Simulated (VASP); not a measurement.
OSZICAR of a VASP run on HfN (rock salt):

OSZICAR:
```
       N       E                     dE             d eps       ncg     rms          rms(c)
DAV:   1     0.656525735373E+02    0.65653E+02   -0.91483E+03  7602   0.147E+03
DAV:   2    -0.113263383864E+02   -0.76979E+02   -0.72301E+02 10325   0.335E+02
DAV:   3    -0.145957792625E+02   -0.32694E+01   -0.32047E+01 10219   0.567E+01
DAV:   4    -0.146592341512E+02   -0.63455E-01   -0.62984E-01 10429   0.707E+00
DAV:   5    -0.146610490921E+02   -0.18149E-02   -0.18105E-02 10285   0.821E-01    0.618E+01
DAV:   6    -0.250605487345E+02   -0.10399E+02   -0.10822E+01  7702   0.438E+01    0.359E+01
DAV:   7    -0.119055105080E+02    0.13155E+02   -0.52813E+01  8497   0.679E+01    0.261E+01
DAV:   8    -0.254343141920E+02   -0.13529E+02   -0.34055E+01  8113   0.720E+01    0.511E+00
DAV:   9    -0.265676008735E+02   -0.11333E+01   -0.14015E+01  8224   0.474E+01    0.275E+01
DAV:  10    -0.272690780545E+02   -0.70148E+00   -0.12808E+00  9142   0.101E+01    0.332E+01
DAV:  11    -0.251019658550E+02    0.21671E+01   -0.15659E+01  8836   0.255E+01    0.130E+01
DAV:  12    -0.321522052966E+02   -0.70502E+01   -0.22520E+01  8947   0.336E+01    0.342E+01
DAV:  13    -0.293032961207E+02    0.28489E+01   -0.27332E+00  8677   0.134E+01    0.254E+01
DAV:  14    -0.283161239940E+02    0.98717E+00   -0.45883E-01  8939   0.537E+00    0.234E+01
DAV:  15    -0.256598245113E+02    0.26563E+01   -0.73336E+00  8842   0.194E+01    0.626E+00
DAV:  16    -0.255241631515E+02    0.13566E+00   -0.11036E+00  9246   0.786E+00    0.264E+00
DAV:  17    -0.255307183213E+02   -0.65552E-02   -0.32405E-02  8627   0.163E+00    0.143E+00
DAV:  18    -0.255335318987E+02   -0.28136E-02   -0.17223E-03  8979   0.405E-01    0.101E+00
DAV:  19    -0.255408419659E+02   -0.73101E-02   -0.88022E-03  8907   0.753E-01    0.179E+00
DAV:  20    -0.255335926198E+02    0.72493E-02   -0.90858E-03  8977   0.692E-01    0.129E+00
DAV:  21    -0.255298124860E+02    0.37801E-02   -0.36531E-02  9036   0.133E+00    0.424E-01
DAV:  22    -0.255321840597E+02   -0.23716E-02   -0.64012E-03  9280   0.624E-01    0.867E-01
DAV:  23    -0.255303959383E+02    0.17881E-02   -0.25820E-03  8829   0.387E-01    0.556E-01
DAV:  24    -0.255297570362E+02    0.63890E-03   -0.13610E-03  8996   0.270E-01    0.239E-01
DAV:  25    -0.255295775172E+02    0.17952E-03   -0.68871E-04  9112   0.202E-01    0.105E-01
DAV:  26    -0.255295930222E+02   -0.15505E-04   -0.40791E-05  9206   0.581E-02    0.541E-02
DAV:  27    -0.255295874795E+02    0.55426E-05   -0.17649E-05  8761   0.295E-02    0.460E-02
DAV:  28    -0.255295916136E+02   -0.41341E-05   -0.11459E-06  4444   0.123E-02    0.352E-02
DAV:  29    -0.255295900227E+02    0.15910E-05   -0.11808E-06  4797   0.112E-02    0.938E-03
DAV:  30    -0.255295920948E+02   -0.20722E-05   -0.31545E-06  8624   0.135E-02    0.546E-03
DAV:  31    -0.255295905384E+02    0.15564E-05   -0.92969E-08  4031   0.377E-03    0.673E-03
DAV:  32    -0.255295916961E+02   -0.11577E-05   -0.13098E-07  3929   0.282E-03    0.481E-03
DAV:  33    -0.255295911707E+02    0.52534E-06   -0.54099E-08  3902   0.196E-03
   1 F= -.25529591E+02 E0= -.25529602E+02  d E =0.333077E-04
```

Q: Which electronic solver shows in the log?

A: It is blocked Davidson (ALGO = Normal, or the opening steps of other solvers). The INCAR had ALGO = Normal.

Q: Can the final energy be trusted as converged?

A: The run converged. It stopped with EDIFF = 1E-6, NELM = 100 (TPSS meta-GGA, plane waves, VASP's PBE PAW potentials (set 64)).

The compound is HfN in the rock salt structure. The cell was not relaxed at this level, atoms are displaced from their ideal sites. The run is one of a series of settings (GGA removed, LMIXTAU = .TRUE., METAGGA = TPSS against the base run), some of them coarse on purpose. The electron count is odd and the run is not spin-polarised, which forces a metal.
